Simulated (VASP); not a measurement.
Calculation: PBE GGA, VASP's PBE PAW potentials (set 64) (plane waves; VASP).

A VASP calculation is set up with these files.

KPOINTS:
```
Automatic mesh
0
Gamma
8 8 8
0 0 0
```

INCAR:
```
ALGO = Normal
EDIFF = 1E-7
ENCUT = 520
GGA = PE
ISIF = 2
ISMEAR = 0
LASPH = .TRUE.
LCHARG = .FALSE.
LMAXMIX = 4
LREAL = .FALSE.
LWAVE = .FALSE.
NELM = 100
PREC = Accurate
SIGMA = 0.05
SYSTEM = CuI
```

**POSCAR**
```
CuI
4.3422880
  0.0000000000   0.7071067482   0.7071067482
  0.7071067482   0.0000000000   0.7071067482
  0.7071067482   0.7071067482   0.0000000000
Cu I
1 1
Direct
  1.0000000000   0.0000000000   0.0000000000
  0.2500000000   0.2500000000   0.2500000000
```

POTCAR, in this order: Cu I (PBE.64 set). Program: vasp_std.

The run wrote:

File OUTCAR:
```
 ion  position               nearest neighbor table
   1  0.000  0.000  0.000-   2 2.66   2 2.66   2 2.66   2 2.66
   2  0.250  0.250  0.250-   1 2.66   1 2.66   1 2.66   1 2.66
  LATTYP: Found a face centered cubic cell.
 ALAT       =     6.1409222948
 Subroutine PRICEL returns:
 Original cell was already a primitive cell.
 Subroutine GETGRP returns: Found 24 space group operations
The static configuration has the point symmetry T_d .
The dynamic configuration has the point symmetry T_d .
 Subroutine INISYM returns: Found 24 space group operations
 Subroutine IBZKPT returns following result:
 Found     29 irreducible k-points:

 Following reciprocal coordinates:
            Coordinates               Weight
  0.000000  0.000000  0.000000      1.000000
  0.125000  0.000000  0.000000      8.000000
  0.250000  0.000000  0.000000      8.000000
  0.375000  0.000000  0.000000      8.000000
  0.500000  0.000000  0.000000      4.000000
  0.125000  0.125000  0.000000      6.000000
  0.250000  0.125000  0.000000     24.000000
  0.375000  0.125000  0.000000     24.000000
  0.500000  0.125000  0.000000     24.000000
 -0.375000  0.125000  0.000000     24.000000
 -0.250000  0.125000  0.000000     24.000000
 -0.125000  0.125000  0.000000     12.000000
  0.250000  0.250000  0.000000      6.000000
  0.375000  0.250000  0.000000     24.000000
  0.500000  0.250000  0.000000     24.000000
 -0.375000  0.250000  0.000000     24.000000
 -0.250000  0.250000  0.000000     12.000000
  0.375000  0.375000  0.000000      6.000000
  0.500000  0.375000  0.000000     24.000000
 -0.375000  0.375000  0.000000     12.000000
  0.500000  0.500000  0.000000      3.000000
  0.375000  0.250000  0.125000     24.000000
  0.500000  0.250000  0.125000     48.000000
 -0.375000  0.250000  0.125000     24.000000
...
```

OSZICAR:
```
       N       E                     dE             d eps       ncg     rms          rms(c)
DAV:   1     0.107484725966E+03    0.10748E+03   -0.78712E+03   754   0.144E+03
DAV:   2     0.275164174424E+01   -0.10473E+03   -0.98383E+02   759   0.264E+02
DAV:   3    -0.545226749183E+01   -0.82039E+01   -0.80678E+01  1034   0.848E+01
DAV:   4    -0.574302741765E+01   -0.29076E+00   -0.29060E+00   892   0.144E+01
DAV:   5    -0.575287624904E+01   -0.98488E-02   -0.98482E-02  1121   0.279E+00    0.494E+00
DAV:   6    -0.568170070568E+01    0.71176E-01   -0.31697E+00   814   0.501E+01    0.320E+00
DAV:   7    -0.555676976580E+01    0.12493E+00   -0.70993E-01   789   0.296E+01    0.160E+00
DAV:   8    -0.555952959747E+01   -0.27598E-02   -0.44980E-02  1079   0.348E+00    0.459E-01
DAV:   9    -0.555689709988E+01    0.26325E-02   -0.13323E-02   939   0.357E+00    0.142E-01
DAV:  10    -0.555706531215E+01   -0.16821E-03   -0.68217E-04   919   0.232E-01    0.521E-02
DAV:  11    -0.555709062369E+01   -0.25312E-04   -0.33496E-04   932   0.547E-01    0.334E-02
DAV:  12    -0.555708858163E+01    0.20421E-05   -0.24653E-05  1186   0.928E-02    0.274E-02
DAV:  13    -0.555708689040E+01    0.16912E-05   -0.31213E-06  1164   0.468E-02    0.140E-02
DAV:  14    -0.555708673270E+01    0.15770E-06   -0.84834E-06  1047   0.884E-02    0.321E-03
DAV:  15    -0.555708704215E+01   -0.30945E-06   -0.11510E-06  1105   0.116E-02    0.514E-03
DAV:  16    -0.555708697186E+01    0.70297E-07   -0.25716E-08   462   0.222E-03
   1 F= -.55570870E+01 E0= -.55570870E+01  d E =-.132942E-16
```

OUTCAR:
```
------------------------ aborting loop because EDIFF is reached ----------------------------------------
  FORCE on cell =-STRESS in cart. coord.  units (eV):
  Direction    XX          YY          ZZ          XY          YZ          ZX
  --------------------------------------------------------------------------------------
  Total       -0.3860067     -0.3860067     -0.3860067     -0.0000000     -0.0000000     -0.0000000
  in kB      -10.6822969    -10.6822969    -10.6822969     -0.0000000     -0.0000000     -0.0000000
  external PRESSURE =     -10.6822969 kB  Pullay stress =       0.0000000 kB
  volume of cell :       57.89
      direct lattice vectors                 reciprocal lattice vectors
     0.000000000  3.070461147  3.070461147    -0.162841989  0.162841989  0.162841989
     3.070461147  0.000000000  3.070461147     0.162841989 -0.162841989  0.162841989
     3.070461147  3.070461147  0.000000000     0.162841989  0.162841989 -0.162841989
  FREE ENERGIE OF THE ION-ELECTRON SYSTEM (eV)
  ---------------------------------------------------
  free  energy   TOTEN  =        -5.5570869719 eV

  energy  without entropy=       -5.5570869719  energy(sigma->0) =       -5.55708697
```
(Selected blocks of OUTCAR.)

The compound is CuI in the zinc blende structure. This cell is one point of a volume scan, at 1.03 of the reference volume.
